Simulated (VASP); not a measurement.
```
CELL_PARAMETERS angstrom
      3.49276     0.00000     0.00000
      0.00000     3.49276     0.00000
      0.00000     0.00000     3.49276
ATOMIC_POSITIONS crystal
  Si 0.00000 0.00000 0.00000
  Ni 0.00000 0.50000 0.50000
  Ni 0.50000 0.00000 0.50000
  Ni 0.50000 0.50000 0.00000
```

The numbers are results of r2SCAN+rVV10, VASP's PBE PAW potentials (set 64) (plane waves; VASP), not measurements. Settings: 520 eV cut-off, 9×9×9 Γ-centred mesh, first-order Methfessel-Paxton smearing of 0.10 eV, potentials Si Ni.

Give the stress tensor in GPa (positive for a compressed cell).

```
-6.69   0.00   0.00
 0.00  -6.69   0.00
 0.00   0.00  -6.69
```
The pressure is its mean diagonal, -6.69 GPa.

The compound is Ni3Si in the L1_2 structure. This cell is one point of a volume scan, at 1.03 of the reference volume. The run is not spin-polarised, so no magnetic state was tried.
